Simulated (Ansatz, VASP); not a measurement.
# Cross-check of MgB2 between VASP and Ansatz

Wanted: the spread between two codes on one cell, functional and k mesh. The cell is taken from a series of runs on this material, whose earlier steps may have relaxed, scaled, displaced or heated it; both programs get it as it stands.

Main program and level: Ansatz 0.2.0; plane waves, with VASP 6.6.1 beside it; zone-centre phonons at PBE.

### Step 1. Starting point

The structure is hexagonal, space group P6/mmm (No. 191). Conventional cell: a = 3.078 Å, b = 3.078 Å, c = 3.515 Å, α = 90.00°, β = 90.00°, γ = 120.00°. Nearest to Mg lie 12 B at 2.50 Å. Nearest to B lie 3 B at 1.78 Å and 6 Mg at 2.50 Å. Farther neighbours are not listed.

### Step 2. Ansatz: zone-centre phonons, PBE

Ansatz runs on its default PAW (the set named soft_2) files.

Second derivatives magnify differences that forces hide, and they need a tight electronic threshold.

File input.yaml:

```yaml
crystal:
  lattice:
    - [3.0782954106, 0.0, 0.0]
    - [-1.5391477053, 2.6658820259, 0.0]
    - [0.0, 0.0, 3.5146541934]
  atoms:
    - { symbol: Mg, position: [0.0, 0.0, 0.0] }
    - { symbol: B, position: [0.3333333333, 0.6666666667, 0.5] }
    - { symbol: B, position: [0.6666666667, 0.3333333333, 0.5] }
kpoints:
  mp_grid: { grid: [6, 6, 5] }
hamiltonian:
  xc: pbe
scf:
  occupations: { method: methfessel_paxton, width: 0.2 }
output:
  eigenvalues: true
phonons:
  method: dfpt
  qmesh: [2, 2, 1]
  temperatures: { t_max: 1000, t_step: 50 }
  qpath:
    path:
      - [[0.0, 0.0, 0.0], [0.5, 0.0, 0.0], [0.33333333, 0.33333333, 0.0], [0.0, 0.0, 0.0], [0.0, 0.0, 0.5], [0.5, 0.0, 0.5], [0.33333333, 0.33333333, 0.5], [0.0, 0.0, 0.5]]
      - [[0.5, 0.0, 0.5], [0.5, 0.0, 0.0]]
      - [[0.33333333, 0.33333333, 0.5], [0.33333333, 0.33333333, 0.0]]
    npoints: 10
```

The run is started by

```bash
> ansatz run input.yaml --threads 8 --pin off --max-ram 16384MiB --backend cpu --events-out ev --progress --plain --runs-dir out
```

Numbers of over 12 decimals in the logs are rounded to 6 here.

Output:

```text
Engine: ansatz 0.2.0, x86_64-unknown-linux-gnu
Pseudopotentials: kind: paw
Pseudopotential: Mg, paw, valence charge 10, recommended cutoff 420 eV (normal), Mg.paw.azcp
Pseudopotential: B, paw, valence charge 3, recommended cutoff 420 eV (normal), B.paw.azcp
Functional definition: PBE
  parameter kappa = 0.804
  parameter beta = 0.066725
  exchange = pbe_x(kappa = kappa, mu = beta*pi^2/3)
  correlation = pbe_c(beta = beta)
Crystal: 3 atoms, lattice volume = 28.843 Å³
Basis set: ecut = 420 eV, 563 PW (Γ), exchange–correlation on 48×48×48 points (8 copies of the dense FFT grid, shifted against one another)
Bands: 12, of which v1, the nominal top of the filled ones, is band 8 counted from 1 (7 counted from 0)
Symmetry: 24 space group operations
k-points: 21 of 180
Non-local potential: Mg, projectors of the file, l = 0: 3, l = 1: 2, l = 2: 1
Non-local potential: B, projectors of the file, l = 0: 2, l = 1: 2, l = 2: 1
PAW form: soft (Blöchl's): semilocal exchange-correlation on the pseudo side does not see the compensation charge
PAW one-centre angular grid: Mg, 110 points (default); XC on 64 Gauss nodes
PAW one-centre angular grid: B, 110 points (default); XC on 64 Gauss nodes
Initial density: superposition of atomic densities (neutral atoms: chi_scale 0, normalization atom), corrected by the library's trained network
Initial wavefunctions: pseudopotential atomic-orbital guess
Functional: x = pbe(κ = 0.804, μ = 0.219515), c = pbe(β = 0.066725)
SCF iter   1: F=—  HF=-2236.002417 eV  |F-HF|=—  |Δ(HF+E_count)|=         —  Δρ=3.33e-3  dr2=1.71e-3  ethr=1.77e-3  ⟨swp⟩=5.0  Hψ=1317  notcnv=0
preconditioner: auto → none  [insulator: Δε(μ)=0.207 eV  Ē_g=11.203 eV  σ=0.200 eV  W_gap=0.75  n_scr=8 (ndim 8)  ℏωp=19.6 eV  f_vac=0.000  D(μ)=1.28/eV (n_scr^D=8)  ε∞_Penn≈4.0]
SCF iter   2: F=—  HF=-2236.003184 eV  |F-HF|=—  |Δ(HF+E_count)|=   7.67e-4  S|Δr|=    0.00e0  Δρ=1.63e-3  dr2=4.17e-4  ethr=1.07e-5  ⟨swp⟩=2.4  Hψ=535  notcnv=0
SCF iter   3: F=—  HF=-2236.003224 eV  |F-HF|=—  |Δ(HF+E_count)|=   3.95e-5  S|Δr|=    0.00e0  Δρ=3.06e-4  dr2=1.93e-5  ethr=2.61e-6  ⟨swp⟩=2.1  Hψ=381  notcnv=0
SCF iter   4: F=—  HF=-2236.003212 eV  |F-HF|=—  |Δ(HF+E_count)|=   1.22e-5  S|Δr|=    0.00e0  Δρ=8.11e-5  dr2=6.51e-7  ethr=1.21e-7  ⟨swp⟩=2.1  Hψ=400  notcnv=0
SCF iter   5: F=—  HF=-2236.003213 eV  |F-HF|=—  |Δ(HF+E_count)|=   1.42e-6  S|Δr|=    0.00e0  Δρ=1.96e-5  dr2=8.62e-8  ethr=4.07e-9  ⟨swp⟩=2.0  Hψ=341  notcnv=0
SCF iter   6: F=—  HF=-2236.003213 eV  |F-HF|=—  |Δ(HF+E_count)|=   3.56e-8  S|Δr|=    0.00e0  Δρ=4.39e-6  dr2=3.99e-9  ethr=5.39e-10  ⟨swp⟩=2.0  Hψ=412  notcnv=0
SCF iter   7: F=—  HF=-2236.003213 eV  |F-HF|=—  |Δ(HF+E_count)|=   2.87e-9  S|Δr|=    0.00e0  Δρ=3.54e-7  dr2=1.34e-11  ethr=2.49e-11  ⟨swp⟩=2.0  Hψ=410  notcnv=0
SCF iter   8: F=-2236.003213 eV  HF=-2236.003213 eV  |F-HF|=0.00e0  |Δ(HF+E_count)|=  6.37e-12  S|Δr|=    0.00e0  Δρ=6.16e-8  dr2=3.22e-13  ethr=1.00e-12  ⟨swp⟩=5.0  Hψ=912  notcnv=0
SCF 1 converged in 8 iterations: F = -2236.003213 eV  dr2 = 3.22e-13
  greatest PAW one-centre occupation: 1.000 electrons in one spin orbital (limit 2), on the Mg atom at site 0 (counted from 0), in its partial waves of l = 0
phonons: the bands overlap, so this run is a metal and interpolates without the dipole-dipole term. If the crystal is really an insulator or semiconductor, its LO-TO splitting is missing
NSCF: frozen V_eff on 21 k-points
NSCF: frozen V_eff on 39 k-points
DFPT response loops at q = (0, 0, 0) (fractional): preconditioner auto → Kerker (q_TF=auto, 2.473 Å⁻¹) (partly filled bands, converged f_vac=0.000); β = 1.00, the filter's whole step (`scf.mixing.beta` (0.50) is not read by the response loops under this deck's `scf.mixing.preconditioner`; to damp them name `kerker` or `kerker_dos`, under which they read `scf.mixing.beta`, and type it under 1.00, their step now; both keys bind the ground state too); Broyden in place of MSR1
NSCF: frozen V_eff on 78 k-points
DFPT response loops at q = (0, -0.5, 0) (fractional): mixed as the last ones told, above
SCF converged after 8 iterations
Stability not checked: this state was not tested for a lower state beside it, because cold or Methfessel-Paxton smearing, or corrected tetrahedra, fill the levels in a way that the test cannot read (fill_not_monotonic; see scf.lower_state_search)
Free energy (F): -2236.003213 eV
Harris-Foulkes:  -2236.003213 eV  (|F-HF|=0.00e0)
Internal energy: -2236.001399 eV  (E = F + TS)
E sigma→0 (E₀):  -2236.002759 eV
Entropy (-TS):   -0.001814 eV (-0.605 meV/atom)
Fermi energy:    9.253288 eV
--- Per-component energies (eV) ---
  E_band       = -292.250218
  E_kinetic    = 174.020476
  E_local      = -1518.330129  (includes V_loc(G=0)·N_el)
  E_nonlocal   = 118.084101
  E_hartree    = 540.515232
  E_xc         = -94.225291
  E_vxc        = -115.013925  (∫ρ·V_xc dr)
  E_paw        = -448.949222  (= ΣΔE_a)
  E_vpaw       = -32.041184  (= ΣTr[D̂ρ^β])
  E_aug_tail   = -0.000012  (compensation charges beyond the density's cutoff)
  E_ewald      = -1007.116554
  E_smearing   = -0.001814  (= −TS)
  E_closure    = -0.000000  (closes the sum)
  Σ components = -2236.003213   (vs F -2236.003213, Δ=0.00e0)
--- Band table (eV; the first three rows and the last of 21) ---
  k-point 0: bands = [... 4 lower, -3.1501, 6.3609, 9.6653, 9.6653, 10.9747, 15.6306, 15.6306, 17.4276]
  k-point 1: bands = [... 4 lower, -2.8116, 4.4152, 9.7887, 9.7887, 13.7281, 15.7370, 15.7370, 17.3720]
  k-point 2: bands = [... 4 lower, -2.0413, 2.2275, 10.0040, 10.0040, 15.9262, 15.9262, 17.2817, 18.1514]
  k-point 20: bands = [... 4 lower, 2.8065, 2.8065, 4.0433, 7.5784, 7.5784, 13.1796, 20.8480, 20.8480]
--- Phonons (Γ-DFPT): 4 representative perturbations + reference (Σ response iterations 12) ---
  ASR residual: 4.810e-5 → 0.000e0 eV/Å²; symmetrization residual: 1.895e-6 eV/Å²
  ASR residual per site (eV/Å²): 4.81e-5 6.13e-6 6.13e-6
  Γ frequencies (cm⁻¹): 0.00 0.00 0.00 337.67 337.67 392.26 694.30 804.78 804.78
--- Phonons (arbitrary-q DFPT): 2 irreducible q on the 2×2×1 mesh ---
  q = [0.0000, 0.0000, 0.0000] (star 1, of the zone-centre solve; hermiticity 2.69e-7, symmetrization 4.28e-13): -0.00 0.00 0.00 337.67 337.67 392.26 694.30 804.78 804.78
  q = [0.0000, -0.5000, 0.0000] (star 3, 6 solved perturbations on 39 of 180 k-point pairs; hermiticity 1.37e-7, symmetrization 5.90e-15): 253.78 257.76 329.57 429.05 460.13 473.22 654.72 702.49 768.00
  sum rule: each row above includes the acoustic sum rule's correction from the zone centre's row sums; it moved no ω² by more than (0.73 cm⁻¹)²
  mesh force constants: q→R imaginary residual 6.84e-18; ASR residual 4.810e-5 → 0.000e0 eV/Å²; symmetrization residual 2.842e-14 eV/Å²
  interpolated dispersion: 93 rows × 9 modes
  density of states and harmonic sums: on the 24×24×18 q-mesh, interpolated from the force constants of a 2×2×1 supercell (no non-analytic term)
  largest difference from the sums on the solved wave vectors: F 8.57e-2 eV, S 1.50e-4 and C_V 6.46e-5 eV/K
  zero-point energy: 0.261347 eV/cell   skipped modes (ω ≤ 0): 3   left out of the sums: 3.22e-5 of the cell's modes: C_V's classical limit lies that fraction below 3 k_B per atom; for a crystal, a wire or a layer, F and S can be off by more, and a phonons.interpolated_qmesh denser along its periods is the remedy for the sampling
```

(Continued in part 2 of 2.)

[Lines on the potential files, build, host, timing and source positions are cut from VASP's logs without a mark.]

[Logs are printed without paths, hosts, clocks, repeated set-up lines and the standing remarks that a program may print on its own settings, such as how far it seeks lower states.]

[Hosts, paths, dates, database ids (printed as entryN), source tags and the programs' standing remarks are cut or masked in the printed files.]
